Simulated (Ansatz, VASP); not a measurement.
**One calculation of Li2GaC6, two programs**

```xyz
9
Lattice="0.0000 3.7782 3.7782 3.7782 0.0000 3.7782 3.7782 3.7782 0.0000" Properties=species:S:1:pos:R:3 pbc="T T T"
Li    1.8891    1.8891    1.8891
Li    3.7782    3.7782    3.7782
Ga    0.0000    0.0000    0.0000
C     5.4758    3.7782    3.7782
C     2.0805    3.7782    3.7782
C     3.7782    5.4758    3.7782
C     3.7782    2.0805    3.7782
C     3.7782    3.7782    5.4758
C     3.7782    3.7782    2.0805
```

Alike in both runs: functional PBE; k mesh 4 × 4 × 4; occupations gaussian, width 0.1 eV; no spin polarisation.

Ansatz relaxed the structure, and its values are those at the end. VASP's run is a single point on that final structure, the one shown.

|  | VASP | Ansatz |
| --- | --- | --- |
| version | VASP 6.6.1 | Ansatz 0.2.0 |
| potentials or method | VASP PAW PBE potentials, release 64 (Li_sv, Ga_d, C) | scalar-relativistic, plane waves, PAW |
| plane-wave cutoff (eV) | 520 | 420 |
| valence electrons in the cell | 43 | 43 |

```csv
,VASP,Ansatz,Ansatz less VASP
gap on the k mesh at the Fermi level (eV),none,none,-
rms of the force components (eV/Å),0.028,0.001,-0.0267
```

A gap of «none» marks a metal or a gap that the smearing closes. The functional is the same, so the differences come from potentials, cutoffs and numerics.

Caveats: the k mesh is coarse (spacing up to 0.36 Å⁻¹), so the values aren't converged.
